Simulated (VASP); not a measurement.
Data:

```xyz
2
Lattice="1.5950 -2.7626 0.0000 1.5950 2.7626 0.0000 0.0000 0.0000 5.0500" Properties=species:S:1:pos:R:3 pbc="T T T"
Hf     1.5950     0.9209     1.2625
Hf     1.5950    -0.9209     3.7875
```

Level of theory: LDA (Ceperley-Alder, Perdew-Zunger), VASP's LDA PAW potentials (set 64) (plane waves; VASP). Run with 400 eV cut-off, 12×12×7 Γ-centred mesh, first-order Methfessel-Paxton smearing of 0.10 eV, potentials Hf_pv.

Energy and stress use the plane-wave basis of the starting cell.

Question: The ions, cell shape and volume are relaxed. Predict the relaxed structure.

Answer: 
```xyz
2
Lattice="1.5612 -2.7042 0.0000 1.5612 2.7042 0.0000 0.0000 0.0000 4.9373" Properties=species:S:1:pos:R:3 pbc="T T T"
Hf     1.5612     0.9014     1.2343
Hf     1.5612    -0.9014     3.7029
```
Space group P6_3/mmc (194), at a tolerance of 0.03 Å.

Question: How do energy and volume change from the first to the last step?

Answer: The energy (σ→0) changes by -32.4 meV/atom and the volume by -6.3 %, in 4 ionic steps.

The compound is Hf in the hcp structure. This run relaxes it. Symmetry was kept, so distortions that lower it aren't found.
